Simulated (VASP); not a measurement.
# Ti4AlC3 (P6_3/mmc) in VASP: notebook, part 2 of 2

VASP 6.6.1. Earlier steps stand in the parts before.

## 3. Relaxation of cell and atoms, LDA

This run uses another cell than the first one, of 11.54 Å³/atom, 0.965 times its volume.

Contents of INCAR:

```
ALGO     = Normal         # electronic algorithm
EDIFF    = 1E-7           # SCF threshold, eV
EDIFFG   = -0.005         # ionic threshold
ENCUT    = 600            # plane-wave cutoff, eV
GGA      = CA             # functional
IBRION   = 2              # ionic algorithm
ISIF     = 3              # what is computed and relaxed
ISMEAR   = 0              # smearing method
KPAR     = 4            
LASPH    = True           # aspherical terms in the spheres
LCHARG   = False          # write CHGCAR
LREAL    = False          # projectors in reciprocal space
LWAVE    = False          # write WAVECAR
NELM     = 80             # most SCF steps
NSW      = 90             # ionic steps
PREC     = Accurate       # precision mode
SIGMA    = 0.03           # smearing width, eV
```

Contents of KPOINTS:

```
k-points
0
Gamma
  12 12 2
```

Contents of POSCAR:

```
Ti4AlC3                                 
1.0
    3.0328479482      0.0000000000     -0.0000000000
   -1.5164239741      2.6265233732      0.0000000000
   -0.0000000000      0.0000000000     23.1883946156
  Ti              Al              C             
     8     2     6
Direct
     0.3333333300000021    0.6666666699999979    0.0509445143117242
     0.6666666699999979    0.3333333300000021    0.9490554856882760
     0.6666666699999979    0.3333333300000021    0.5509445143117240
     0.3333333300000021    0.6666666699999979    0.4490554856882759
     0.0000000000000000    0.0000000000000000    0.1531073534695122
     0.0000000000000000    0.0000000000000000    0.8468926465304877
     0.0000000000000000    0.0000000000000000    0.6531073534695123
     0.0000000000000000    0.0000000000000000    0.3468926465304876
     0.3333333300000021    0.6666666699999979    0.2500000000000000
     0.6666666699999979    0.3333333300000021    0.7500000000000000
     0.0000000000000000    0.0000000000000000    0.0000000000000000
     0.0000000000000000    0.0000000000000000    0.5000000000000000
     0.6666666699999979    0.3333333300000021    0.1079049424672875
     0.3333333300000021    0.6666666699999979    0.8920950575327126
     0.3333333300000021    0.6666666699999979    0.6079049424672874
     0.6666666699999979    0.3333333300000021    0.3920950575327126
```

Potentials or basis: VASP PAW LDA potentials, release 64 (Ti_sv, Al, C).

Command:

```sh
$ cat potpaw_LDA.64/Ti_sv/POTCAR potpaw_LDA.64/Al/POTCAR potpaw_LDA.64/C/POTCAR > POTCAR
$ mpirun -np 4 vasp_std > vasp.out
```

OUTCAR:

```text
EDIFF = 1E-7
   EDIFFG = -0.005
   ENCUT = 600
   GGA = CA
   IBRION = 2
   ISIF = 3
   ISMEAR = 0
   LASPH = True
   LREAL = False
   NELM = 80
   NSW = 90
   PREC = Accurate

 ion  position               nearest neighbor table
   1  0.333  0.667  0.051-  11 2.11  11 2.11  11 2.11  13 2.19  13 2.19  13 2.19
   2  0.667  0.333  0.949-  11 2.11  11 2.11  11 2.11  14 2.19  14 2.19  14 2.19
   3  0.667  0.333  0.551-  12 2.11  12 2.11  12 2.11  15 2.19  15 2.19  15 2.19
   4  0.333  0.667  0.449-  12 2.11  12 2.11  12 2.11  16 2.19  16 2.19  16 2.19
   5  0.000  0.000  0.153-  13 2.04  13 2.04  13 2.04   9 2.85   9 2.85   9 2.85
   6  0.000  0.000  0.847-  14 2.04  14 2.04  14 2.04  10 2.85  10 2.85  10 2.85
[... 8 lines left out ...]
  15  0.333  0.667  0.608-   7 2.04   7 2.04   7 2.04   3 2.19   3 2.19   3 2.19
  16  0.667  0.333  0.392-   8 2.04   8 2.04   8 2.04   4 2.19   4 2.19   4 2.19

  LATTYP: Found a hexagonal cell.
 ALAT       =     3.0328479482
 C/A-ratio  =     7.6457491479

  Lattice vectors:

 A1 = (   3.0328479482,   0.0000000000,   0.0000000000)
 A2 = (  -1.5164239741,   2.6265233732,   0.0000000000)
 A3 = (   0.0000000000,   0.0000000000,  23.1883946156)

Analysis of symmetry for initial positions (statically):
=====================================================================
 Subroutine PRICEL returns:
 Original cell was already a primitive cell.

 Routine SETGRP: Setting up the symmetry group for a
 hexagonal supercell.

 Subroutine GETGRP returns: Found 24 space group operations
 (whereof 12 operations were pure point group operations)
 out of a pool of 24 trial point group operations.

The static configuration has the point symmetry D_3d.
 The point group associated with its full space group is D_6h.

Analysis of symmetry for dynamics (positions and initial velocities):
=====================================================================
 Subroutine PRICEL returns:
 Original cell was already a primitive cell.

[... 162 lines left out ...]
   LHFCALC =     F    Hartree Fock is set to
   AEXX    =    0.0000 exact exchange contribution
   IVDW    =     0    specifies the selected vdW correction
   LEPSILON=     F    determine dielectric tensor
   LRPA    =     F    only Hartree local field effects (RPA)
 conjugate gradient relaxation of ions
 non-spin polarized calculation
 Gauss-broadening in eV      SIGMA  =   0.03
  energy-cutoff  :      600.00
  volume of cell :      184.72
 maximum number of plane-waves:      6264
   NGX = 13   NGY = 13   NGZ = 93

 number of electron     125.9999996 magnetization

 Free energy of the ion-electron system (eV)
  ---------------------------------------------------
  ext. energy  EPLUGINS =         0.00000000
  ---------------------------------------------------
  free energy    TOTEN  =      -151.41263704 eV

  energy without entropy =     -151.40968646  energy(sigma->0) =     -151.41116175

 E-fermi :   8.8562     XC(G=0): -12.3819

 val. band max:        8.8495076168   @ k =   0.2500   0.0833   0.5000
 cond. band min:       8.8706438856   @ k =   0.2500   0.1667   0.0000
 fundamental gap:      0.0211362688
 Fermi energy:         8.8561681184

 k-point     1 :       0.0000    0.0000    0.0000
  band No.  band energies     occupation
      1     -46.8906      2.00000
      2     -46.8906      2.00000
      3     -46.8738      2.00000
      4     -46.8737      2.00000
      5     -46.8280      2.00000
      6     -46.8280      2.00000
[... 1861 lines left out ...]
     74      11.2994      0.00000
     75      11.4346      0.00000

 [... further k-points ...]

------------------------ aborting loop because EDIFF is reached ----------------------------------------

  FORCE on cell =-STRESS in cart. coord.  units (eV):
  Direction    XX          YY          ZZ          XY          YZ          ZX
  --------------------------------------------------------------------------------------
  -------------------------------------------------------------------------------------
  Total       -0.0173897     -0.0173897      0.0345733      0.0000000      0.0000000     -0.0000000
  in kB       -0.1508341     -0.1508341      0.2998806      0.0000000      0.0000000     -0.0000000
  external PRESSURE =      -0.0005959 kB  Pullay stress =       0.0000000 kB

 VOLUME and BASIS-vectors are now :
 -----------------------------------------------------------------------------
  energy-cutoff  :      600.00
  volume of cell :      184.72
      direct lattice vectors                 reciprocal lattice vectors
     3.032847948  0.000000000  0.000000000     0.329723091  0.190365715  0.000000000
    -1.516423974  2.626523373  0.000000000     0.000000000  0.380731430  0.000000000
     0.000000000  0.000000000 23.188394616     0.000000000  0.000000000  0.043125021

 POSITION                                       TOTAL-FORCE (eV/Angst)
 -----------------------------------------------------------------------------------
     -0.00000      1.75102      1.18132         0.000000     -0.000000     -0.000801
      1.51642      0.87551     22.00707        -0.000000      0.000000      0.000801
      1.51642      0.87551     12.77552        -0.000000     -0.000000     -0.000801
     -0.00000      1.75102     10.41288         0.000000      0.000000      0.000801
      0.00000      0.00000      3.55031         0.000000      0.000000     -0.004124
      0.00000      0.00000     19.63808         0.000000     -0.000000      0.004124
[... 8 lines left out ...]
     -0.00000      1.75102     14.09634        -0.000000      0.000000     -0.003550
      1.51642      0.87551      9.09205         0.000000     -0.000000      0.003550
 -----------------------------------------------------------------------------------
    total drift:                               -0.000043      0.000025     -0.000001

  FREE ENERGIE OF THE ION-ELECTRON SYSTEM (eV)
  ---------------------------------------------------
  free  energy   TOTEN  =      -151.4126370405 eV

  energy  without entropy=     -151.4096864630  energy(sigma->0) =     -151.41116175

 reached required accuracy - stopping structural energy minimisation
```

CONTCAR:

```text
Ti4AlC3
   1.00000000000000
     3.0328479482000001    0.0000000000000000    0.0000000000000000
    -1.5164239741000001    2.6265233732000000    0.0000000000000000
     0.0000000000000000    0.0000000000000000   23.1883946156000000
  Ti              Al              C
     8     2     6
Direct
     0.3333333300000021    0.6666666699999979    0.0509445143117233
     0.6666666699999979    0.3333333300000021    0.9490554856882767
     0.6666666699999979    0.3333333300000021    0.5509445143117233
     0.3333333300000021    0.6666666699999979    0.4490554856882767
     0.0000000000000000    0.0000000000000000    0.1531073534695153
     0.0000000000000000    0.0000000000000000    0.8468926465304847
[... 8 lines left out ...]
     0.3333333300000021    0.6666666699999979    0.6079049424672860
     0.6666666699999979    0.3333333300000021    0.3920950575327140

  0.00000000E+00  0.00000000E+00  0.00000000E+00
  0.00000000E+00  0.00000000E+00  0.00000000E+00
  0.00000000E+00  0.00000000E+00  0.00000000E+00
  0.00000000E+00  0.00000000E+00  0.00000000E+00
  0.00000000E+00  0.00000000E+00  0.00000000E+00
  0.00000000E+00  0.00000000E+00  0.00000000E+00
[... 8 lines left out ...]
  0.00000000E+00  0.00000000E+00  0.00000000E+00
  0.00000000E+00  0.00000000E+00  0.00000000E+00
```

Wall time 4.7 min (4 MPI ranks of Intel Xeon Platinum 8375C at 2.90GHz (Ice Lake), shared host); peak memory 0.58 GiB.

What came out:

| Quantity | Value |
| --- | --- |
| Free energy | -151.4126 eV |
| Pressure after relaxing | 0.0 GPa |
| Largest force after relaxing | 0.004 eV/Å |
| Band gap on the k mesh | none (metal or under the smearing width) |

Forces in eV/Å, atoms in the order of the input:
```
Ti   0.000  0.000 -0.001
Ti   0.000  0.000  0.001
Ti   0.000  0.000 -0.001
Ti   0.000  0.000  0.001
Ti   0.000  0.000 -0.004
Ti   0.000  0.000  0.004
Ti   0.000  0.000 -0.004
Ti   0.000  0.000  0.004
Al   0.000  0.000  0.000
Al   0.000  0.000  0.000
C    0.000  0.000  0.000
C    0.000  0.000  0.000
C    0.000  0.000 -0.004
C    0.000  0.000  0.004
C    0.000  0.000 -0.004
C    0.000  0.000  0.004
```

Final structure:
```
Ti Al C
1.0
     3.03285    0.00000    0.00000
    -1.51642    2.62652    0.00000
     0.00000    0.00000   23.18839
Ti Al C
8 2 6
Direct
  0.33333 0.66667 0.05094
  0.66667 0.33333 0.94906
  0.66667 0.33333 0.55094
  0.33333 0.66667 0.44906
  0.00000 0.00000 0.15311
  0.00000 0.00000 0.84689
  0.00000 0.00000 0.65311
  0.00000 0.00000 0.34689
  0.33333 0.66667 0.25000
  0.66667 0.33333 0.75000
  0.00000 0.00000 0.00000
  0.00000 0.00000 0.50000
  0.66667 0.33333 0.10790
  0.33333 0.66667 0.89209
  0.33333 0.66667 0.60791
  0.66667 0.33333 0.39210
```

Levels at points of the mesh, in eV from the Fermi level:
```csv
k point,band 61,band 62,band 63,band 64,band 65,band 66,band 67,band 68
"(0.00, 0.00, 0.00)",0.67,0.67,0.68,0.68,0.72,0.78,1.47,1.47
"(0.50, 0.00, 0.00)",-1.12,-1.11,-0.73,-0.73,1.24,1.39,1.87,2.24
"(0.00, 0.00, 0.50)",0.67,0.67,0.67,0.67,0.75,0.75,1.49,1.49
"(0.50, 0.00, 0.50)",-1.12,-1.12,-0.73,-0.73,1.30,1.30,2.03,2.03
```

Caveat: the relaxation stopped at its first step, so nothing moved.

## 4. Relaxation of cell and atoms, PBE

Contents of INCAR:

```
SYSTEM = Ti4AlC3
PREC     = Accurate       ! precision mode
ENCUT    = 300            ! plane-wave cutoff, eV
EDIFF    = 1E-6           ! SCF threshold, eV
ISMEAR   = 0              ! smearing method
SIGMA    = 0.03           ! smearing width, eV
LREAL    = .False.        ! projectors in reciprocal space
LASPH    = .True.         ! aspherical terms in the spheres
NELM     = 80             ! most SCF steps
ALGO     = Normal         ! electronic algorithm
ISIF     = 3              ! what is computed and relaxed
LWAVE    = .False.        ! write WAVECAR
LCHARG   = .False.        ! write CHGCAR
GGA      = PE             ! functional
IBRION   = 2              ! ionic algorithm
NSW      = 90             ! ionic steps
EDIFFG   = -0.01          ! ionic threshold
KPAR     = 4
```

Contents of KPOINTS:

```
Automatic mesh
0
Gamma
  6 6 1
  0 0 0
```

Contents of POSCAR:

```
Ti4AlC3
1.0
    3.0600000000      0.0000000000      0.0000000000
   -1.5300000000      2.6500377400      0.0000000000
    0.0000000000      0.0000000000     23.6100000000
Ti Al C
8 2 6
Direct
    0.3333333300      0.6666666700      0.0560000000
    0.6666666700      0.3333333300      0.9440000000
    0.6666666700      0.3333333300      0.5560000000
    0.3333333300      0.6666666700      0.4440000000
    0.0000000000      0.0000000000      0.1520000000
    0.0000000000      0.0000000000      0.8480000000
    0.0000000000      0.0000000000      0.6520000000
    0.0000000000      0.0000000000      0.3480000000
    0.3333333300      0.6666666700      0.2500000000
    0.6666666700      0.3333333300      0.7500000000
    0.0000000000      0.0000000000      0.0000000000
    0.0000000000      0.0000000000      0.5000000000
    0.6666666700      0.3333333300      0.1106000000
    0.3333333300      0.6666666700      0.8894000000
    0.3333333300      0.6666666700      0.6106000000
    0.6666666700      0.3333333300      0.3894000000
```

Potentials or basis: VASP PAW PBE potentials, release 64 (Ti_sv, Al, C_s).

Command:

```sh
$ cat potpaw_PBE.64/Ti_sv/POTCAR potpaw_PBE.64/Al/POTCAR potpaw_PBE.64/C_s/POTCAR > POTCAR
$ mpirun -np 4 vasp_std > vasp.out
```

Run time: 4.3 min. Hardware: 4 MPI ranks of AMD EPYC 7R13 (Zen 3), shared host; peak memory 0.2 GiB.

The run converged, but some of its settings lie outside the range that counts as converged, so its numbers aren't taken as properties of the crystal.

What came out:

| Item | Value |
| --- | --- |
| Free energy | -137.9847 eV |
| Relaxed volume | 12.10 Å³/atom |
| Relaxed cell | a = 3.080 Å, b = 3.080 Å, c = 23.571 Å, α = 90.00°, β = 90.00°, γ = 120.00° |
| Space group after relaxing (to 0.05 Å) | P6_3/mmc (No. 194) |
| Energy gained by relaxing | 64.1 meV/atom |
| Ionic steps | 12 |
| Largest force after relaxing | 0.003 eV/Å |
| Band gap on the k mesh | none (metal or under the smearing width) |

Caveat: the k mesh is coarse (spacing up to 0.40 Å⁻¹), so the values aren't converged; the cutoff is under 1.25 times the usual one of these potentials, so pressure, stress and relaxed cells hold a basis-set (Pulay) error.

## 5. Relaxation of cell and atoms, PBE

This run uses another cell than the first one, of 12.10 Å³/atom, 1.011 times its volume.

Edit INCAR of step 4 so:

```diff
@@ -3,3 +3,3 @@
 ENCUT    = 300            ! plane-wave cutoff, eV
-EDIFF    = 1E-6           ! SCF threshold, eV
+EDIFF    = 1E-7           ! SCF threshold, eV
 ISMEAR   = 0              ! smearing method
@@ -16,3 +16,3 @@
 NSW      = 90             ! ionic steps
-EDIFFG   = -0.01          ! ionic threshold
+EDIFFG   = -0.005         ! ionic threshold
 KPAR     = 4
```

KPOINTS is that of step 4.

Contents of POSCAR:

```
Ti4AlC3                                 
1.0
    3.0797801320      0.0000000000      0.0000000000
   -1.5398900660      2.6671678369     -0.0000000000
    0.0000000000      0.0000000000     23.5708802391
  Ti              Al              C             
     8     2     6
Direct
     0.3333333300000021    0.6666666699999979    0.0508667443191146
     0.6666666699999979    0.3333333300000021    0.9491332556808855
     0.6666666699999979    0.3333333300000021    0.5508667443191145
     0.3333333300000021    0.6666666699999979    0.4491332556808855
     0.0000000000000000    0.0000000000000000    0.1530996003225375
     0.0000000000000000    1.0000000000000000    0.8469003996774623
     0.0000000000000000    1.0000000000000000    0.6530996003225377
     0.0000000000000000    0.0000000000000000    0.3469003996774626
     0.3333333300000021    0.6666666699999979    0.2500000000000000
     0.6666666699999979    0.3333333300000021    0.7500000000000000
     0.0000000000000000    0.0000000000000000    0.0000000000000000
     0.0000000000000000    0.0000000000000000    0.5000000000000000
     0.6666666699999979    0.3333333300000021    0.1079630816734938
     0.3333333300000021    0.6666666699999979    0.8920369183265060
     0.3333333300000021    0.6666666699999979    0.6079630816734940
     0.6666666699999979    0.3333333300000021    0.3920369183265062
```

Potentials or basis: VASP PAW PBE potentials, release 64 (Ti_sv, Al, C_s).

Command:

```sh
$ cat potpaw_PBE.64/Ti_sv/POTCAR potpaw_PBE.64/Al/POTCAR potpaw_PBE.64/C_s/POTCAR > POTCAR
$ mpirun -np 4 vasp_std > vasp.out
```

OUTCAR:

```text
SYSTEM = Ti4AlC3
   PREC = Accurate
   ENCUT = 300
   EDIFF = 1E-7
   ISMEAR = 0
   LREAL = .False.
   LASPH = .True.
   NELM = 80
   ISIF = 3
   GGA = PE
   IBRION = 2
   NSW = 90
   EDIFFG = -0.005

 ion  position               nearest neighbor table
   1  0.333  0.667  0.051-  11 2.14  11 2.14  11 2.14  13 2.23  13 2.23  13 2.23
   2  0.667  0.333  0.949-  11 2.14  11 2.14  11 2.14  14 2.23  14 2.23  14 2.23
   3  0.667  0.333  0.551-  12 2.14  12 2.14  12 2.14  15 2.23  15 2.23  15 2.23
   4  0.333  0.667  0.449-  12 2.14  12 2.14  12 2.14  16 2.23  16 2.23  16 2.23
   5  0.000  0.000  0.153-  13 2.07  13 2.07  13 2.07   9 2.89   9 2.89   9 2.89
   6  0.000  0.000  0.847-  14 2.07  14 2.07  14 2.07  10 2.89  10 2.89  10 2.89
[... 8 lines left out ...]
  15  0.333  0.667  0.608-   7 2.07   7 2.07   7 2.07   3 2.23   3 2.23   3 2.23
  16  0.667  0.333  0.392-   8 2.07   8 2.07   8 2.07   4 2.23   4 2.23   4 2.23

  LATTYP: Found a hexagonal cell.
 ALAT       =     3.0797801320
 C/A-ratio  =     7.6534295400
[... 204 lines left out ...]
  Total        0.0847468      0.0847468      0.0327315      0.0000000      0.0000000      0.0000000
  in kB        0.7012749      0.7012749      0.2708511      0.0000000      0.0000000      0.0000000
  external PRESSURE =       0.5578003 kB  Pullay stress =       0.0000000 kB
[... 87 lines left out ...]
--------------------------------------- Ionic step        3  -------------------------------------------

 number of electron     126.0000046 magnetization

 Free energy of the ion-electron system (eV)
  ---------------------------------------------------
  ext. energy  EPLUGINS =         0.00000000
  ---------------------------------------------------
  free energy    TOTEN  =      -137.99454802 eV

  energy without entropy =     -137.98875208  energy(sigma->0) =     -137.99165005

 E-fermi :   8.7977     XC(G=0): -11.8976

 val. band max:        8.7925281079   @ k =   0.1667   0.0000   0.0000
 cond. band min:       8.8187998807   @ k =   0.1667   0.0000   0.0000
 fundamental gap:      0.0262717728
 Fermi energy:         8.7977042263

 k-point     1 :       0.0000    0.0000    0.0000
  band No.  band energies     occupation
      1     -47.7724      2.00000
      2     -47.7724      2.00000
      3     -47.7329      2.00000
      4     -47.7329      2.00000
      5     -47.6939      2.00000
      6     -47.6938      2.00000
[... 578 lines left out ...]
  FREE ENERGIE OF THE ION-ELECTRON SYSTEM (eV)
  ---------------------------------------------------
  free  energy   TOTEN  =      -137.9945480224 eV

  energy  without entropy=     -137.9887520783  energy(sigma->0) =     -137.99165005

 reached required accuracy - stopping structural energy minimisation
```

Run time: 72 s. Hardware: 4 MPI ranks of AMD EPYC 7R13 (Zen 3), shared host; peak memory 0.21 GiB.

These settings aren't checked as converged: the numbers below hold their error.

Results:

* Free energy: -137.9945 eV
* Relaxed volume: 12.11 Å³/atom
* Relaxed cell: a = 3.080 Å, b = 3.080 Å, c = 23.572 Å, α = 90.00°, β = 90.00°, γ = 120.00°
* Space group after relaxing (to 0.05 Å): P6_3/mmc (No. 194)
* Energy gained by relaxing: 0.0 meV/atom
* Ionic steps: 3
* Largest force after relaxing: 0.004 eV/Å
* Band gap on the k mesh: none (metal or under the smearing width)

Caveat: the k mesh is coarse (spacing up to 0.39 Å⁻¹), so the values aren't converged; the cutoff is under 1.25 times the usual one of these potentials, so pressure, stress and relaxed cells hold a basis-set (Pulay) error.
